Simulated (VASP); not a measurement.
Input:

```
Ga4P3Sb
1.0
   -0.00706     5.60245     5.61146
    5.60245    -0.00706     5.61146
    2.79770     2.79770     0.00000
Ga Sb P
4 1 3
Direct
  0.98510   0.98510   0.02980
  0.99206   0.52077   0.98717
  0.52077   0.99206   0.98717
  0.50119   0.50119   0.99763
  0.12585   0.12585   0.24830
  0.12472   0.62477   0.25051
  0.62477   0.12472   0.25051
  0.62555   0.62555   0.24891
```

All values below come from PBEsol GGA, VASP's PBE PAW potentials (set 64) (plane waves; VASP). Settings: 400 eV cut-off, Gaussian smearing of 0.050 eV, potentials Ga_d Sb P.

Unless said otherwise, spin-orbit coupling is left out, though it shifts the bands of the heavy elements here.

Q: Give the energies of bands 29 to 42 at the high-symmetry points, in eV from the valence-band maximum.

A: 
| band | Γ | Y | C0 | Z | A0 | T | S | R |
|---|---|---|---|---|---|---|---|---|
| 29 | -3.36 | -3.97 | -4.39 | -4.30 | -3.51 | -3.43 | -3.94 | -4.09 |
| 30 | -2.12 | -3.84 | -3.15 | -4.24 | -3.49 | -3.36 | -3.58 | -3.98 |
| 31 | -1.89 | -2.67 | -2.67 | -4.19 | -3.39 | -3.32 | -2.94 | -3.92 |
| 32 | -1.83 | -2.65 | -2.62 | -4.01 | -3.31 | -3.28 | -2.61 | -3.45 |
| 33 | -1.62 | -2.39 | -2.55 | -3.84 | -2.96 | -2.15 | -1.68 | -2.99 |
| 34 | -0.44 | -2.18 | -2.09 | -3.73 | -2.17 | -1.70 | -1.67 | -2.90 |
| 35 | -0.39 | -1.89 | -2.07 | -2.21 | -1.91 | -1.49 | -0.85 | -2.53 |
| 36 | 0.00 | -0.84 | -0.65 | -1.39 | -1.72 | -1.21 | -0.43 | -2.03 |
| 37 | 0.04 | 1.03 | 1.41 | 1.80 | 0.85 | 0.29 | 0.64 | 1.21 |
| 38 | 0.44 | 1.32 | 1.58 | 2.55 | 0.91 | 0.48 | 1.21 | 1.28 |
| 39 | 0.67 | 1.85 | 1.71 | 3.69 | 1.27 | 0.92 | 1.30 | 1.81 |
| 40 | 0.86 | 2.06 | 2.31 | 3.70 | 1.36 | 0.95 | 2.24 | 1.85 |
| 41 | 1.75 | 2.72 | 3.14 | 3.78 | 1.61 | 0.98 | 3.57 | 3.61 |
| 42 | 2.93 | 3.52 | 3.47 | 3.79 | 1.91 | 1.08 | 3.68 | 3.67 |

The gap is direct, 0.03 eV, from the valence maximum at Γ to the conduction minimum at Γ.

The structure was generated: Ga4P3Sb was put into an ordered model structure (Amm2), which need not be its known phase. It was relaxed first.
